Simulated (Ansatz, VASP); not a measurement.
# SiO2: VASP beside Ansatz, part 3 of 3

One calculation is typed for both programs; each brings its own data sets. How far apart do they land? The cell is taken from a series of runs on this material, whose earlier steps may have relaxed, scaled, displaced or heated it; both programs get it as it stands.

VASP 6.6.1 and Ansatz 0.2.0.

So far: Set-up; VASP: zone-centre phonons, LDA.

## Step 3: Ansatz: zone-centre phonons, LDA

Level of this step: Ansatz beside VASP: Kohn-Sham DFT, plane waves, LDA (Ansatz).

Ansatz runs on its PAW soft_1 files.

The same cell, functional (in two slightly different forms) and mesh now go to Ansatz, which takes its cutoff from its data sets.

Contents of input.yaml:

```yaml
crystal:
  lattice:
    - [4.0252597418, 0.0, 0.0]
    - [0.0, 4.0252597418, 0.0]
    - [0.0, 0.0, 2.6087087973]
  atoms:
    - { symbol: O, position: [0.6969628204, 0.6969628204, 0.0] }
    - { symbol: O, position: [0.1969628204, 0.8030371796, 0.5] }
    - { symbol: O, position: [0.3030371796, 0.3030371796, 0.0] }
    - { symbol: O, position: [0.8030371796, 0.1969628204, 0.5] }
    - { symbol: Si, position: [0.5, 0.5, 0.5] }
    - { symbol: Si, position: [0.0, 0.0, 0.0] }
kpoints:
  mp_grid: { grid: [8, 8, 8] }
hamiltonian:
  xc: lda
  pseudopotentials: { kind: paw, azcp: { folder: soft_1 }, xc_functional: pbe }
scf:
  occupations: { method: fixed }
output:
  eigenvalues: true
phonons:
  method: dfpt
  dielectric: true
  rigid_motions: translations
```

Launch:

```bash
$ ansatz run input.yaml --threads 4 --pin off --max-ram 16384MiB --backend cpu --events-out ev --progress --plain --runs-dir out
```

Numbers of over 12 decimals in the logs are rounded to 6 here.

The program printed:

```text
Engine: ansatz 0.2.0, x86_64-unknown-linux-gnu
Pseudopotentials: kind: paw
Pseudopotential: O, paw, valence charge 6, recommended cutoff 420 eV (normal), soft_1/O.paw.azcp
Pseudopotential: Si, paw, valence charge 4, recommended cutoff 420 eV (normal), soft_1/Si.paw.azcp
Functional definition: SPW92
  exchange = slater_x
  correlation = pw_c
Crystal: 6 atoms, lattice volume = 42.268 Å³
Basis set: ecut = 420 eV, 817 PW (Γ), exchange–correlation on 60×60×36 points (8 copies of the dense FFT grid, shifted against one another)
Bands: 22, of which v1, the nominal top of the filled ones, is band 16 counted from 1 (15 counted from 0)
Symmetry: 16 space group operations
k-points: 260 of 512 (irreducible under 1 space group operation, time reversal used)
Non-local potential: O, projectors of the file, l = 0: 2, l = 1: 2, l = 2: 1
Non-local potential: Si, projectors of the file, l = 0: 2, l = 1: 2, l = 2: 1
PAW form: soft (Blöchl's): semilocal exchange-correlation on the pseudo side does not see the compensation charge
PAW frozen core: O, regenerated for the run's functional, and the local potential with it (the file was generated under x = pbe(κ = 0.804, μ = 0.219515), c = pbe(β = 0.066725))
PAW frozen core: Si, regenerated for the run's functional, and the local potential with it (the file was generated under x = pbe(κ = 0.804, μ = 0.219515), c = pbe(β = 0.066725))
PAW one-centre angular grid: O, 110 points (default); XC on 64 Gauss nodes
PAW one-centre angular grid: Si, 110 points (default); XC on 64 Gauss nodes
Initial density: superposition of atomic densities (chi_scale 0.1, normalization cell, long waves kept (reshape's long-wave potential 0.00 eV rms))
Initial wavefunctions: pseudopotential atomic-orbital guess
Functional: x = slater, c = lda
SCF iter   1: F=—  HF=-3447.531209 eV  |F-HF|=—  |Δ(HF+E_count)|=         —  Δρ=1.58e-1  dr2=7.92e0  ethr=3.10e-3  ⟨swp⟩=4.5  Hψ=26075  notcnv=0  defer=993
preconditioner: auto → none  [insulator: Δε(μ)=8.328 eV  Ē_g=20.885 eV  n_scr=10 (ndim 8)  ℏωp=32.3 eV  f_vac=0.000  ε∞_Penn≈3.4]
SCF iter   2: F=—  HF=-3445.257931 eV  |F-HF|=—  |Δ(HF+E_count)|=    2.27e0  Δρ=6.27e-2  dr2=5.79e-1  ethr=3.10e-3  ⟨swp⟩=3.1  Hψ=13801  notcnv=0  defer=985
SCF iter   3: F=—  HF=-3445.114966 eV  |F-HF|=—  |Δ(HF+E_count)|=   1.43e-1  Δρ=2.27e-2  dr2=7.70e-2  ethr=1.81e-3  ⟨swp⟩=2.2  Hψ=9484  notcnv=0  defer=998
SCF iter   4: F=—  HF=-3445.116902 eV  |F-HF|=—  |Δ(HF+E_count)|=   1.94e-3  Δρ=2.14e-3  dr2=6.52e-4  ethr=2.41e-4  ⟨swp⟩=2.0  Hψ=6452  notcnv=0  defer=1040
SCF iter   5: F=—  HF=-3445.117110 eV  |F-HF|=—  |Δ(HF+E_count)|=   2.08e-4  Δρ=2.36e-4  dr2=1.15e-5  ethr=2.04e-6  ⟨swp⟩=2.0  Hψ=9338  notcnv=0  defer=1040
SCF iter   6: F=—  HF=-3445.117114 eV  |F-HF|=—  |Δ(HF+E_count)|=   3.39e-6  Δρ=3.28e-5  dr2=1.02e-7  ethr=3.61e-8  ⟨swp⟩=2.1  Hψ=9374  notcnv=0  defer=523
SCF iter   7: F=—  HF=-3445.117115 eV  |F-HF|=—  |Δ(HF+E_count)|=   1.32e-6  Δρ=4.23e-6  dr2=3.32e-9  ethr=3.19e-10  ⟨swp⟩=2.1  Hψ=9344  notcnv=0  defer=459
SCF iter   8: F=-3445.117115 eV  HF=-3445.117115 eV  |F-HF|=1.96e-11  |Δ(HF+E_count)|=  9.66e-10  Δρ=3.94e-7  dr2=3.40e-11  ethr=1.00e-12  ⟨swp⟩=12.0  Hψ=43353  notcnv=0
SCF 1 converged in 8 iterations: F = -3445.117115 eV  dr2 = 3.40e-11
  greatest PAW one-centre occupation: 0.858 electrons in one spin orbital (limit 2), on the O atom at site 3 (counted from 0), in its partial waves of l = 0
DFPT response loops at Γ: preconditioner auto → none (the input reference at scf.mixing.eps_inf says where Resta's filter doesn't serve); β = 0.50; Broyden in place of MSR1
SCF converged after 8 iterations
Free energy (F): -3445.117115 eV
Harris-Foulkes:  -3445.117115 eV  (|F-HF|=1.96e-11)
Internal energy: -3445.117115 eV  (E = F + TS)
E sigma→0 (E₀):  -3445.117115 eV
Fermi energy:    11.928386 eV
--- Per-component energies (eV) ---
  E_band       = 94.818747
  E_kinetic    = 798.773464
  E_local      = -1134.983314  (includes V_loc(G=0)·N_el)
  E_nonlocal   = 264.331424
  E_hartree    = 415.150209
  E_xc         = -404.173724
  E_vxc        = -472.362693  (∫ρ·V_xc dr)
  E_paw        = -1584.521963  (= ΣΔE_a)
  E_vpaw       = -191.244177  (= ΣTr[D̂ρ^β])
  E_aug_tail   = 0.003440  (compensation charges beyond the density's cutoff)
  E_ewald      = -1800.252998
  E_core_change = 0.556347  (= ΣΔE_core)
  E_smearing   = -0.000000  (= −TS)
  E_closure    = -0.000000  (closes the sum)
  Σ components = -3445.117115   (vs F -3445.117115, Δ=0.00e0)
--- Band table (eV; the first three rows and the last of 260) ---
  k-point 0: bands = [... 12 lower, 9.3595, 10.9481, 10.9481, 11.9284, 18.5410, 19.1952, 20.7917, 20.7917, ... 2 higher]
  k-point 1: bands = [... 12 lower, 8.6804, 10.7642, 10.7642, 11.6775, 19.7653, 19.8559, 21.7429, 21.7429, ... 2 higher]
  k-point 2: bands = [... 12 lower, 7.4139, 10.2025, 10.2025, 10.9027, 20.6675, 22.3338, 22.5253, 23.7847, ... 2 higher]
  k-point 259: bands = [... 12 lower, 10.0759, 10.0759, 10.1046, 10.1046, 20.0496, 20.0496, 23.5388, 23.5388, ... 2 higher]
--- Phonons (Γ-DFPT): 4 representative perturbations + reference, on 260 of 512 k-points (Σ response iterations 12) ---
  k mesh reduced under 1 symmetry operation, with k and −k counted as one. Each operation leaves every solved perturbation unchanged. A smaller set is not considered because the run solves the response to a homogeneous field
  ASR residual: 2.423e-4 → 0.000e0 eV/Å²; symmetrization residual: 2.228e-6 eV/Å²
  ASR residual per site (eV/Å²): 2.42e-4 2.42e-4 2.42e-4 2.42e-4 6.04e-5 6.04e-5
  Γ frequencies (cm⁻¹): 0.00 0.00 0.00 175.19 406.67 498.04 498.04 637.01 644.72 644.72 715.36 715.36 729.68 847.43 847.58 906.83 906.83 1059.93
  ε∞ (high-frequency dielectric tensor):
        3.288276     0.000000     0.000000
        0.000000     3.288276     0.000000
        0.000000     0.000000     3.466202
  ε⁰ (static dielectric tensor: ions relaxed, cell fixed):
        9.147618    -0.000000     0.000000
       -0.000000     9.147618     0.000000
        0.000000     0.000000     8.193821
  ε⁰ − ε∞ (ionic part):
        5.859342    -0.000000     0.000000
       -0.000000     5.859342     0.000000
        0.000000     0.000000     4.727618
  softest optical mode at Γ: 175.19 cm⁻¹; the repairs (sum rule, projections) moved no ω² at Γ by more than (2.36 cm⁻¹)²
  Born effective charges Z* (e; rows j = field, columns β = displacement):
    site 0:
        -1.88310   -0.53800    0.00000
        -0.53800   -1.88310    0.00000
         0.00000    0.00000   -2.01060
    site 1:
        -1.88310    0.53800    0.00000
         0.53800   -1.88310    0.00000
         0.00000    0.00000   -2.01060
    site 2:
        -1.88310   -0.53800    0.00000
        -0.53800   -1.88310    0.00000
         0.00000    0.00000   -2.01060
    site 3:
        -1.88310    0.53800    0.00000
         0.53800   -1.88310    0.00000
         0.00000    0.00000   -2.01060
    site 4:
         3.76621   -0.29497    0.00000
        -0.29497    3.76621    0.00000
         0.00000    0.00000    4.02120
    site 5:
[...]
Z* charge neutrality: 6.470e-5 e pre-enforcement
  k-mesh period / interband length: 20.9 Å / 1.04 Å = 20.16 at k = (0.0000, 0.0000, 0.0000), direct gap 6.613 eV — 14 or more, which is no proof of convergence
  optical modes at Γ without the LO–TO term, one row a degenerate level:
      ω (cm⁻¹)  modes    IR ((D/Å)²/amu)
[...]
optical modes at Γ + LO–TO along q̂ = [1.0000, 0.0000, 0.0000]:
      ω (cm⁻¹)  modes    IR ((D/Å)²/amu)
[...]
optical modes at Γ + LO–TO along q̂ = [0.0000, 1.0000, 0.0000]:
      ω (cm⁻¹)  modes    IR ((D/Å)²/amu)
[...]
optical modes at Γ + LO–TO along q̂ = [0.0000, 0.0000, 1.0000]:
      ω (cm⁻¹)  modes    IR ((D/Å)²/amu)
[...]
637.01      1             0.0000
        644.72      2             0.0000
        715.36      2            11.1901
        847.43      1             0.0000
        847.58      1             0.0000
        906.83      2            39.7627
       1059.93      1             0.0000
       1121.88      1            49.8837
```

## Step 4: Comparison

Known differences besides the potentials themselves: the two LDA forms differ slightly; fixed occupations in Ansatz, narrow Gaussian smearing in VASP; the cutoff is 420 eV in Ansatz and 600 eV in VASP; VASP's log shows a relativistic correction to its local exchange, Ansatz's none; VASP's log repeats an internal error in its field response. Total energies have different zeros and are not compared.

The two programs side by side:

| quantity | Ansatz | VASP | difference |
| --- | --- | --- | --- |
| ε∞ xx | 3.29 | 3.27 | +0.69 % |
| ε∞ yy | 3.29 | 3.27 | +0.69 % |
| ε∞ zz | 3.47 | 3.44 | +0.74 % |
| Born charge of O1 (mean of the diagonal) (e) | -1.93 | -1.91 | -0.02 |
| Born charge of Si5 (mean of the diagonal) (e) | 3.85 | 3.82 | +0.04 |
| optical mode 1 (cm⁻¹) | 175.2 | 174.7 | +0.25 % |
| optical mode 2 (cm⁻¹) | 406.7 | 409.3 | -0.64 % |
| optical mode 3 to 4 (cm⁻¹) | 498.0 | 500.6 | -0.51 % |
| optical mode 5 (cm⁻¹) | 637.0 | 640.6 | -0.56 % |
| optical mode 6 to 7 (cm⁻¹) | 644.7 | 650.3 | -0.86 % |
| optical mode 8 to 9 (cm⁻¹) | 715.4 | 719.3 | -0.54 % |
| optical mode 10 (cm⁻¹) | 729.7 | 737.2 | -1.01 % |
| optical mode 11 (cm⁻¹) | 847.4 | 852.5 | -0.60 % |
| optical mode 12 (cm⁻¹) | 847.6 | 855.3 | -0.91 % |
| optical mode 13 to 14 (cm⁻¹) | 906.8 | 913.3 | -0.71 % |
| optical mode 15 (cm⁻¹) | 1059.9 | 1064.0 | -0.38 % |

Modes are paired by rising frequency, not by their patterns, so a pair may set unlike modes beside each other; they are those without the splitting of longitudinal modes.

## Step 5: What came out

```json
{
  "r.m.s. difference of the optical zone-centre modes, each program's sorted by frequency (zone-centre phonons, LDA)": "5.0 cm⁻¹",
  "difference in optical mode 10 (zone-centre phonons, LDA)": "-1.0 %"
}
```

**Reading.** The r.m.s. difference of the optical zone-centre modes, each program's sorted by frequency is 5.0 cm⁻¹ (zone-centre phonons, LDA). Among the rows given in per cent, the largest difference of the zone-centre phonons, LDA pair is in optical mode 10, -1.0 %. Such differences can come from data sets, numerical settings and the points named under the comparisons, not from the functional's error against experiment.

[Lines on the potential files, build, host, timing and source positions are cut from VASP's logs without a mark.]

[Logs are printed without paths, hosts, clocks, repeated set-up lines and the standing remarks that a program may print on its own settings, such as how far it seeks lower states.]

[Hosts, paths, dates, database ids (printed as entryN), source tags and the programs' standing remarks are cut or masked in the printed files.]
